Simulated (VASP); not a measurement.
Method: r2SCAN+rVV10, VASP's PBE PAW potentials (set 64) (plane waves; VASP).

The input files of a VASP run:

File POSCAR:
```
CoAl
1.0
  2.8715140175   0.0000000000   0.0000000000
  0.0000000000   2.8715140175   0.0000000000
  0.0000000000   0.0000000000   2.8715140175
Al Co
1 1
Cart
  1.4357570088   1.4357570088   1.4357570088
  0.0000000000   0.0000000000   0.0000000000
```

### INCAR
```
SYSTEM = CoAl
PREC = Accurate; ENCUT = 520; LREAL = .FALSE.
LASPH = .TRUE.
EDIFF = 1E-7; NELM = 100; ALGO = Normal
LMAXMIX = 4; LMIXTAU = .TRUE.
ISMEAR = 1; SIGMA = 0.1
METAGGA = R2SCAN; LUSE_VDW = .TRUE.; BPARAM = 11.95
CPARAM = 0.0093
ISIF = 2
LWAVE = .FALSE.; LCHARG = .FALSE.
```

**KPOINTS**
```
Regular mesh
0
Gamma
 13 13 13
```

POTCAR, in this order: Al Co (PBE.64 set). Program: vasp_std.

Question: Predict the energy per atom (σ→0), pressure, band gap (on the k-mesh).

Answer: 
```yaml
energy per atom (σ→0): -10.382 eV/atom
band gap (on the k-mesh): none (metal, semimetal or under 0.01 eV)
pressure: -10.38 GPa
```

OSZICAR:
```
...
DAV:  11    -0.207646668339E+02   -0.44552E-02   -0.26649E-03  1782   0.565E-01    0.124E-01
DAV:  12    -0.207646554181E+02    0.11416E-04   -0.78430E-05  2390   0.111E-01    0.255E-02
DAV:  13    -0.207646604165E+02   -0.49984E-05   -0.19327E-05  1912   0.610E-02    0.421E-03
DAV:  14    -0.207646584217E+02    0.19948E-05   -0.41353E-06  1808   0.266E-02    0.324E-03
DAV:  15    -0.207646588945E+02   -0.47281E-06   -0.89153E-07  1726   0.106E-02    0.195E-03
DAV:  16    -0.207646590232E+02   -0.12870E-06   -0.76905E-08   852   0.486E-03    0.435E-04
DAV:  17    -0.207646590394E+02   -0.16155E-07   -0.26510E-08   840   0.293E-03
   1 F= -.20764659E+02 E0= -.20764822E+02  d E =0.490038E-03
```

The compound is CoAl in the CsCl type structure. This cell is one point of a volume scan, at 1.06 of the reference volume. The run is not spin-polarised, so no magnetic state was tried.
